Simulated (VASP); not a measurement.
Energy against volume of Dy (hcp). Method: PBE GGA with D3 dispersion (zero damping), VASP's PBE PAW potentials (set 64) (plane waves; VASP 6.6.1). Run with 520 eV cut-off, 12×12×7 Γ-centred mesh, first-order Methfessel-Paxton smearing of 0.10 eV, potentials Dy_3.

The 4f electrons are frozen in the core of the lanthanide potential, so 4f levels, which can set the real gap, and their magnetism are missing.

Shape and ions are relaxed at each volume.

```
V (Å³/atom)  E (eV/atom)
-----------  -----------
29.238          -4.90792
30.142          -4.91058
31.046          -4.90622
31.951          -4.89585
```

**Question.** Fit these four points and predict the energy of the run at 28.334 Å³/atom.

**Answer.** A cubic in V^(−2/3), the third-order Birch-Murnaghan form, passes through the four points with V0 = 30.01 Å³/atom and B0 = 42 GPa, and gives -4.8970 eV/atom there. The run gave -4.8977 eV/atom, -0.7 meV/atom from the fit; all five points give B0 = 41 GPa.

The compound is Dy in the hcp structure. It was relaxed first.
